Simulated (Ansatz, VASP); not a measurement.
# ZnSe (Stilleite): VASP beside Ansatz, part 2 of 2

Aim: how closely do two programs agree when they are given the same cell, functional and k mesh? The cell is taken from a series of runs on this material, whose earlier steps may have relaxed, scaled, displaced or heated it; both programs get it as it stands.

VASP 6.6.1 and Ansatz 0.2.0.

So far: Starting point; VASP: single point, HF with an exact-exchange share of 1.

## Step 3: Ansatz: single point, HF with an exact-exchange share of 1

Level of this step: Ansatz beside VASP: Kohn-Sham DFT, plane waves, HF (Ansatz).

Ansatz runs on its default PAW (the set named soft_2) files.

The same cell, functional and mesh now go to Ansatz, which takes its cutoff from its data sets.

input.yaml

```yaml
crystal:
  lattice:
    - [0.0, 2.8338, 2.8338]
    - [2.8338, 0.0, 2.8338]
    - [2.8338, 2.8338, 0.0]
  atoms:
    - { symbol: Zn, position: [0.0, 0.0, 0.0] }
    - { symbol: Se, position: [0.25, 0.25, 0.25] }
kpoints:
  mp_grid: { grid: [4, 4, 4] }
  band_path:
    path:
      - [0.0, 0.0, 0.0]
      - [-0.5, -0.5, 0.0]
      - [-0.375, -0.375, 0.25]
      - [-0.375, 0.0, 0.375]
      - [0.0, 0.0, 0.5]
      - [-0.5, -0.25, 0.25]
    npoints: 1
hamiltonian:
  xc: hf
scf:
  occupations: { method: fixed }
  n_extra_bands: 4
output:
  eigenvalues: true
```

On the command line:

```bash
$ ansatz run input.yaml --threads 3 --pin off --max-ram 92160MiB --backend cuda --devices 1 --max-vram 13GiB --events-out ev --progress --plain --runs-dir out
```

Numbers of over 12 decimals in the logs are rounded to 6 here.

The program printed:

```text
scf.n_extra_bands = 4 over 14 filled bands (N_el = 28.0): the run solves 18 bands
GPUs: using 1 of 1 available (devices: 1).
Engine: ansatz 0.2.0, x86_64-unknown-linux-gnu
Pseudopotentials: kind: paw
Pseudopotential: Zn, paw, valence charge 12, recommended cutoff 420 eV (normal), Zn.paw.azcp
Pseudopotential: Se, paw, valence charge 16, recommended cutoff 420 eV (normal), Se.paw.azcp
Functional definition: HF
  exchange = exact_x
  correlation = 0
davidson cushion auto → on  (no smearing: the cushion is to keep the highest requested band from converging to the state above it; pin scf.eigensolver.cushion to override)
device memory: the entry about to start is reckoned to put 0.8 GiB on a device that reports 32.2 GiB free (of which the cap on the GPU budget leaves the run 13.0 GiB)
GPU FFT provider: cuFFT
GPU libraries: cuBLAS 13.8.2, cuFFT 12.4.0, cuSOLVER 12.3.4
Crystal: 2 atoms, lattice volume = 45.513 Å³
Basis set: ecut = 420 eV, 893 PW (Γ)
Bands: 18, of which v1, the nominal top of the filled ones, is band 14 counted from 1 (13 counted from 0)
Symmetry: 24 space group operations
Space group: F-43m (ITA 216), of the structure as read, at distance tolerance 3.6e-5 Å
k-points: 8 of 64 (time reversal used)
Non-local potential: Zn, projectors of the file, l = 0: 2, l = 1: 2, l = 2: 3, l = 3: 1
Non-local potential: Se, projectors of the file, l = 0: 2, l = 1: 2, l = 2: 3, l = 3: 1
PAW form: soft (Blöchl's): semilocal exchange-correlation on the pseudo side does not see the compensation charge
PAW frozen core: Zn, regenerated for the run's functional, and the local potential with it (the file was generated under x = pbe(κ = 0.804, μ = 0.219515), c = pbe(β = 0.066725))
PAW frozen core: Se, regenerated for the run's functional, and the local potential with it (the file was generated under x = pbe(κ = 0.804, μ = 0.219515), c = pbe(β = 0.066725))
PAW one-centre angular grid: Zn, 590 points (default); XC on 64 Gauss nodes
PAW one-centre angular grid: Se, 590 points (default); XC on 64 Gauss nodes
Initial density: superposition of atomic densities (neutral atoms: chi_scale 0, normalization atom), corrected by the library's trained network
Initial wavefunctions: pseudopotential atomic-orbital guess
GPU buffer pool allocated for 19683 grid points (all kernels)
GPU transforms: local potential and band sums: pruned to the plane-wave sphere, on 25×27×27
Functional: x = pbe(κ = 0.804, μ = 0.219515), c = none, warm-up for x = 0 pbe(κ = 0.804, μ = 0.219515) + 1 exact, c = none
SCF iter   1: F=—  HF=-8704.691226 eV  |F-HF|=—  |Δ(HF+E_count)|=         —  Δρ=4.10e-3  dr2=3.99e-3  ethr=1.77e-3  ⟨swp⟩=8.9  Hψ=725  notcnv=0
preconditioner: auto → none  [insulator: Δε(μ)=1.302 eV  Ē_g=11.872 eV  n_scr=14 (ndim 8)  ℏωp=23.4 eV  f_vac=0.121]
SCF iter   2: F=—  HF=-8704.684960 eV  |F-HF|=—  |Δ(HF+E_count)|=   6.27e-3  Δρ=1.90e-3  dr2=1.33e-3  ethr=1.42e-5  ⟨swp⟩=4.1  Hψ=528  notcnv=0
SCF iter   3: F=—  HF=-8704.684551 eV  |F-HF|=—  |Δ(HF+E_count)|=   4.09e-4  Δρ=1.19e-3  dr2=3.37e-4  ethr=4.74e-6  ⟨swp⟩=4.0  Hψ=453  notcnv=0
iter 4 solved again at ethr=5.71e-8 eV; its pass at ethr=1.20e-6 eV (dr2=1.60e-5 eV) is discarded
SCF iter   4: F=-8704.684454 eV  HF=-8704.684438 eV  |F-HF|=1.69e-5  |Δ(HF+E_count)|=   1.13e-4  Δρ=2.60e-4  dr2=1.60e-5  ethr=5.71e-8  ⟨swp⟩=2.1  Hψ=742  notcnv=0
SCF 1 stopped early in 4 iterations: F = -8704.684454 eV  dr2 = 1.60e-5
  greatest PAW one-centre occupation: 1.000 electrons in one spin orbital (limit 2), on the Se atom at site 1 (counted from 0), in its partial waves of l = 2
device memory: the entry about to start is reckoned to put 1.5 GiB on a device that reports 32.1 GiB free (of which the cap on the GPU budget leaves the run 13.0 GiB)
GPU FFT provider: cuFFT
GPU libraries: cuBLAS 13.8.2, cuFFT 12.4.0, cuSOLVER 12.3.4
Initial density: handed on by an earlier stage of this run
Initial wavefunctions: those handed on with the density
GPU buffer pool allocated for 19683 grid points (all kernels)
GPU transforms: local potential and band sums: pruned to the plane-wave sphere, on 25×27×27
Functional: x = 0 pbe(κ = 0.804, μ = 0.219515) + 1 exact, c = none
Exchange kernel: α = 1.0000, full range, Wigner–Seitz truncation, v(0) = 7070.6147 eV·Å³, q-mesh 4×4×4, nearest image of the exchange supercell L = 16.03 Å, pair-density grid 18×18×18, without the augmentation charges, whose exchange is taken in its separable form by FFT convolution over the k-point mesh (sized by the pseudopotential files, 24×24×24 at the most), smooth part of the exact exchange by density-matrix convolution in up to 1.33 GiB of GPU memory as planned if the GPU has room (build and FFT work areas not counted)
Frozen-core exchange: fock
SCF iter   1: F=—  HF=-8712.147148 eV  |F-HF|=—  |Δ(HF+E_count)|=         —  Δρ=4.58e-2  dr2=4.72e-1  ethr=5.71e-7  ⟨swp⟩=7.1  Hψ=867  notcnv=0
preconditioner: auto → none  [insulator: Δε(μ)=8.081 eV  Ē_g=25.122 eV  n_scr=14 (ndim 8)  ℏωp=23.4 eV  f_vac=0.127]
SCF iter   2: F=—  HF=-8711.893336 eV  |F-HF|=—  |Δ(HF+E_count)|=   2.54e-1  Δρ=7.84e-3  dr2=1.44e-1  ethr=5.71e-7  ⟨swp⟩=5.0  Hψ=658  notcnv=0
SCF iter   3: F=—  HF=-8712.361917 eV  |F-HF|=—  |Δ(HF+E_count)|=   4.69e-1  Δρ=1.77e-2  dr2=9.33e-2  ethr=5.71e-7  ⟨swp⟩=5.4  Hψ=738  notcnv=0
SCF iter   4: F=—  HF=-8712.411977 eV  |F-HF|=—  |Δ(HF+E_count)|=   5.01e-2  Δρ=1.10e-2  dr2=3.01e-2  ethr=5.71e-7  ⟨swp⟩=5.4  Hψ=679  notcnv=0
SCF iter   5: F=—  HF=-8712.407239 eV  |F-HF|=—  |Δ(HF+E_count)|=   4.74e-3  Δρ=1.64e-3  dr2=1.69e-3  ethr=5.71e-7  ⟨swp⟩=4.2  Hψ=611  notcnv=0
[...]
SCF iter   7: F=-8712.406302 eV  HF=-8712.406345 eV  |F-HF|=4.31e-5  |Δ(HF+E_count)|=   9.19e-4  Δρ=2.02e-4  dr2=2.08e-5  ethr=5.71e-7  ⟨swp⟩=4.0  Hψ=522  notcnv=0
SCF 2 stopped early in 7 iterations: F = -8712.406302 eV  dr2 = 2.08e-5
hybrid outer 1: dexx = +8.158e-1 eV, tail = 1.54e-2 eV
GPU FFT provider: cuFFT
GPU libraries: cuBLAS 13.8.2, cuFFT 12.4.0, cuSOLVER 12.3.4
GPU buffer pool allocated for 19683 grid points (all kernels)
GPU transforms: local potential and band sums: pruned to the plane-wave sphere, on 25×27×27
Exchange kernel: α = 1.0000, full range, Wigner–Seitz truncation, v(0) = 7070.6147 eV·Å³, q-mesh 4×4×4, nearest image of the exchange supercell L = 16.03 Å, pair-density grid 18×18×18, without the augmentation charges, whose exchange is taken in its separable form by FFT convolution over the k-point mesh (sized by the pseudopotential files, 24×24×24 at the most), smooth part of the exact exchange by density-matrix convolution in up to 1.33 GiB of GPU memory as planned if the GPU has room (build and FFT work areas not counted)
Frozen-core exchange: fock
SCF iter   1: F=—  HF=-8712.385062 eV  |F-HF|=—  |Δ(HF+E_count)|=         —  Δρ=1.15e-3  dr2=8.55e-4  ethr=2.75e-4  ⟨swp⟩=2.8  Hψ=332  notcnv=0
preconditioner: auto → none  [insulator: Δε(μ)=9.093 eV  Ē_g=24.414 eV  n_scr=14 (ndim 8)  ℏωp=23.4 eV  f_vac=0.131]
SCF iter   2: F=—  HF=-8712.386306 eV  |F-HF|=—  |Δ(HF+E_count)|=   1.24e-3  Δρ=1.03e-3  dr2=4.45e-4  ethr=1.25e-6  ⟨swp⟩=4.0  Hψ=595  notcnv=0
iter 3 solved again at ethr=4.18e-8 eV; its pass at ethr=1.14e-6 eV (dr2=1.17e-5 eV) is discarded
SCF iter   3: F=—  HF=-8712.386269 eV  |F-HF|=—  |Δ(HF+E_count)|=   3.73e-5  Δρ=1.49e-4  dr2=4.59e-5  ethr=4.18e-8  ⟨swp⟩=3.5  Hψ=781  notcnv=0
SCF iter   4: F=-8712.386292 eV  HF=-8712.386296 eV  |F-HF|=3.87e-6  |Δ(HF+E_count)|=   2.68e-5  Δρ=7.33e-5  dr2=5.91e-6  ethr=4.16e-8  ⟨swp⟩=4.0  Hψ=486  notcnv=0
SCF 3 stopped early in 4 iterations: F = -8712.386292 eV  dr2 = 5.91e-6
hybrid outer 2: dexx = +1.738e-3 eV, tail = 1.46e-4 eV, Δε = 6.28e-2 eV (about 9.35e-3 eV left of the loop's levels)
GPU FFT provider: cuFFT
GPU libraries: cuBLAS 13.8.2, cuFFT 12.4.0, cuSOLVER 12.3.4
GPU buffer pool allocated for 19683 grid points (all kernels)
GPU transforms: local potential and band sums: pruned to the plane-wave sphere, on 25×27×27
Exchange kernel: α = 1.0000, full range, Wigner–Seitz truncation, v(0) = 7070.6147 eV·Å³, q-mesh 4×4×4, nearest image of the exchange supercell L = 16.03 Å, pair-density grid 18×18×18, without the augmentation charges, whose exchange is taken in its separable form by FFT convolution over the k-point mesh (sized by the pseudopotential files, 24×24×24 at the most), smooth part of the exact exchange by density-matrix convolution in up to 1.33 GiB of GPU memory as planned if the GPU has room (build and FFT work areas not counted)
Frozen-core exchange: fock
SCF iter   1: F=—  HF=-8712.386183 eV  |F-HF|=—  |Δ(HF+E_count)|=         —  Δρ=1.07e-4  dr2=3.75e-6  ethr=2.61e-6  ⟨swp⟩=2.9  Hψ=334  notcnv=0
preconditioner: auto → none  [insulator: Δε(μ)=9.096 eV  Ē_g=24.423 eV  n_scr=14 (ndim 8)  ℏωp=23.4 eV  f_vac=0.133]
SCF iter   2: F=—  HF=-8712.386187 eV  |F-HF|=—  |Δ(HF+E_count)|=   4.08e-6  Δρ=8.76e-5  dr2=1.86e-6  ethr=8.87e-9  ⟨swp⟩=4.0  Hψ=535  notcnv=0
SCF iter   3: F=—  HF=-8712.386189 eV  |F-HF|=—  |Δ(HF+E_count)|=   1.20e-6  Δρ=1.55e-5  dr2=2.51e-7  ethr=5.35e-9  ⟨swp⟩=4.0  Hψ=459  notcnv=0
SCF iter   4: F=-8712.386188 eV  HF=-8712.386188 eV  |F-HF|=4.23e-8  |Δ(HF+E_count)|=   3.52e-7  Δρ=1.20e-5  dr2=4.60e-8  ethr=5.86e-10  ⟨swp⟩=3.5  Hψ=421  notcnv=0
SCF 4 converged in 4 iterations: F = -8712.386188 eV  dr2 = 4.60e-8
hybrid outer 3: dexx = +7.782e-6 eV, tail = 8.12e-7 eV, Δε = 8.48e-3 eV (about 1.39e-3 eV left of the loop's levels)
the search or the solves at the SCF's close seem to have found levels that the self-consistency loop had missed (the run counts 1). By its estimate they hold under 1e-12 electrons; where the run keeps them, the occupations were computed again with them
device memory: the entry about to start is reckoned to put 0.3 GiB on a device that reports 32.1 GiB free (of which the cap on the GPU budget leaves the run 13.0 GiB)
NSCF: frozen V_eff on 6 k-points
hybrid SCF converged: 3 outer / 15 inner (+4 warm-up), last move |dexx| = 7.78e-6 eV, tail = 8.12e-7 eV
Stability not checked: this state was not tested for a lower state beside it, because the functional holds exact exchange (a hybrid, or Hartree-Fock), whose exchange loop this test does not read (fock_operator; see scf.lower_state_search)
Free energy (F): -8712.386188 eV
Frozen-core exchange: fock
Harris-Foulkes:  -8712.386188 eV  (|F-HF|=4.23e-8)
Internal energy: -8712.386188 eV  (E = F + TS)
E sigma→0 (E₀):  -8712.386188 eV
Fermi energy:    3.941313 eV
--- Per-component energies (eV) ---
  E_band       = -684.935076
  E_kinetic    = 247.316258
  E_local      = -4413.894277  (includes V_loc(G=0)·N_el)
  E_nonlocal   = 21.821475
  E_hartree    = 2066.671344
  E_xc         = 0.000000
  E_vxc        = 0.000000  (∫ρ·V_xc dr)
  E_exx        = -491.659685  (= α·E_x^exact, valence–valence)
  E_paw        = -3419.816528  (= ΣΔE_a)
  E_vpaw       = 309.804385  (= ΣTr[D̂ρ^β])
  E_aug_tail   = -0.000928  (compensation charges beyond the density's cutoff)
  E_ewald      = -2720.942845
  E_core_change = -1.881001  (= ΣΔE_core)
  E_smearing   = -0.000000  (= −TS)
  E_closure    = -0.000000  (closes the sum)
  Σ components = -8712.386188   (vs F -8712.386188, Δ=1.82e-12)
--- Band table (eV; the first three rows and the last of 8) ---
  k-point 0: bands = [... 10 lower, -9.6535, 3.9413, 3.9413, 3.9413, 13.0398, 17.5268, 17.5268, 17.5268]
  k-point 1: bands = [... 10 lower, -9.6558, 0.2846, 3.3897, 3.3897, 14.4873, 18.2391, 18.2391, 18.4121]
  k-point 2: bands = [... 10 lower, -9.2641, -2.5272, 2.9031, 2.9031, 14.1784, 17.9278, 17.9278, 20.2203]
  k-point 7: bands = [... 10 lower, -8.9828, -1.6148, 0.3261, 0.8340, 16.3608, 18.0621, 19.0468, 19.0792]
```

The column dr2 measures how far the density is from self-consistency, as an energy; F and HF (Harris–Foulkes) agree once it is small.

## Step 4: Differences

Known differences besides the potentials themselves: exact exchange at q = 0 is treated differently, which shows on coarse meshes; VASP keeps PBE cores, Ansatz makes them for the functional; fixed occupations in Ansatz, narrow Gaussian smearing in VASP; the data sets hold 28 valence electrons in Ansatz (on its default PAW (the set named soft_2) files) and 18 in VASP; the cutoff is 420 eV in Ansatz and 400 eV in VASP; VASP takes a coarser grid for exact exchange (PRECFOCK = Fast). Total energies have different zeros and are not compared.

Both answers:

```
              quantity  Ansatz   VASP  difference
gap on the k mesh (eV)   9.098  9.216      -0.117
```

A gap on the mesh is an upper bound, since the band edges may lie between its points.

## Step 5: Summary of results

| Quantity | Value |
| --- | --- |
| difference in gap on the k mesh (single point, HF with an exact-exchange share of 1) | -0.12 eV |

In words: The difference in gap on the k mesh is -0.12 eV (single point, HF with an exact-exchange share of 1), beyond the 0.08 eV picked in this series as the mark of a large difference. The data sets hold unlike numbers of valence electrons (28 in Ansatz and 18 in VASP), so part of the differences comes from the potentials. What causes the difference of the single point, HF with an exact-exchange share of 1 pair stays open here. How closely two codes agree says nothing of how well the functional describes the real material.

[Lines on the potential files, build, host, timing and source positions are cut from VASP's logs without a mark.]

[Logs are printed without paths, hosts, clocks, repeated set-up lines and the standing remarks that a program may print on its own settings, such as how far it seeks lower states.]

[Hosts, paths, dates, database ids (printed as entryN), source tags and the programs' standing remarks are cut or masked in the printed files.]
